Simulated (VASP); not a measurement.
An input for Quantum ESPRESSO's pw.x (written as the equivalent of a VASP run, and not itself run):

```
&CONTROL
  calculation = 'relax'
  pseudo_dir = './pseudo'
  outdir = './out'
  tprnfor = .true.
  tstress = .true.
  nstep = 40
  forc_conv_thr = 0.00039
/
&SYSTEM
  ibrav = 0
  nat = 4
  ntyp = 2
  ecutwfc = 84
  occupations = 'smearing'
  smearing = 'gaussian'
  degauss = 0.003675
  input_dft = 'pbe'
/
&ELECTRONS
  conv_thr = 7.3e-08
  electron_maxstep = 100
/
&IONS
/
ATOMIC_SPECIES
  B 10.810 B.upf
  N 14.007 N.upf
CELL_PARAMETERS angstrom
     1.2520000   -2.1685280    0.0000000
     1.2520000    2.1685280    0.0000000
     0.0000000    0.0000000    6.6600000
ATOMIC_POSITIONS crystal
  B    0.3697278  0.7261189  0.2500000
  B    0.6666670  0.3333330  0.7500000
  N    0.6666670  0.3333330  0.2500000
  N    0.3333330  0.6666670  0.7500000
K_POINTS automatic
  8 8 3 0 0 0
```

Task: Write the VASP files for the same calculation (PBE).

Result: Several could match; the one computed here: 
File POSCAR:
```
BN
1
    1.2520000000    -2.1685280000     0.0000000000
    1.2520000000     2.1685280000     0.0000000000
    0.0000000000     0.0000000000     6.6600000000
B N
2 2
Direct
  0.3697277651   0.7261188803   0.2500000000
  0.6666670000   0.3333330000   0.7500000000
  0.6666670000   0.3333330000   0.2500000000
  0.3333330000   0.6666670000   0.7500000000
```

INCAR:
```
GGA = PE   ! PBE
LCHARG = .False.
ISMEAR = 0   ! Gaussian
IBRION = 2   ! conjugate gradients
LASPH = .True.   ! aspherical one-centre terms
EDIFFG = -0.01   ! ionic stop
ENCUT = 520   ! plane-wave cut-off (eV)
NSW = 40   ! most ionic steps
SYSTEM = BN
EDIFF = 1E-6   ! SCF stop (eV)
NELM = 100   ! most electronic steps
ISIF = 2   ! forces and stress, cell fixed
ALGO = Normal   ! blocked Davidson
LWAVE = .False.
PREC = Accurate
SIGMA = 0.05   ! width (eV)
LREAL = .False.   ! projection in real space or not
```

File KPOINTS:
```
Automatic mesh
0
Gamma
8 8 3
0 0 0
```

POTCAR, in this order: B N (PBE.64 set). Program: vasp_std.

What does not carry over: the potentials are each code's own (VASP's PAW set, PseudoDojo norm-conserving files in pw.x), so ENCUT and ecutwfc are chosen apart and not converted; conv_thr bounds pw.x's estimated SCF error, while EDIFF bounds the energy change between steps; forc_conv_thr acts on force components and is met together with etot_conv_thr.

The compound is BN in the hex structure. This run relaxes the ions in a fixed cell. Symmetry was kept, so distortions that lower it aren't found.
